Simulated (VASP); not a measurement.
Here is the system:

```yaml
crystal:
  lattice:
    - [1.86729, 1.07808, 3.19585]
    - [-1.86729, 1.07808, 3.19585]
    - [0.00000, -2.15616, 3.19585]
  atoms:
    - { symbol: Ti, position: [0.76240, 0.76240, 0.76240] }
    - { symbol: S, position: [0.23760, 0.23760, 0.23760] }
```

Computed with PBE GGA, VASP's PBE PAW potentials (set 64) (plane waves; VASP 6.6.1). Numerical set-up: 300 eV cut-off, 11×11×11 Γ-centred mesh, Fermi-Dirac smearing of 0.050 eV, potentials Ti_sv S.

Question: Give the energies of bands 6 to 12 at the high-symmetry points, in eV from the Fermi level.

Answer: 
| band | Γ | T | H2 | L | S0 | F |
|---|---|---|---|---|---|---|
| 6 | -3.17 | -6.88 | -5.41 | -6.80 | -5.62 | -5.96 |
| 7 | -2.93 | -4.35 | -5.27 | -4.52 | -5.40 | -4.21 |
| 8 | -2.93 | -4.35 | -4.90 | -4.41 | -4.35 | -3.88 |
| 9 | -0.54 | 0.48 | -0.02 | 0.42 | -0.71 | -1.71 |
| 10 | -0.54 | 0.48 | 0.08 | 0.61 | 0.64 | 0.25 |
| 11 | -0.44 | 0.74 | 0.83 | 0.77 | 0.70 | 0.84 |
| 12 | -0.08 | 2.68 | 0.99 | 1.67 | 1.14 | 0.87 |

It has no gap at this level: it comes out as a metal or semimetal.

The structure was generated: TiS was put into an ordered model structure, which need not be its known phase. The cell was not relaxed at this level. VASP warned that the highest band is occupied, so more bands are needed.
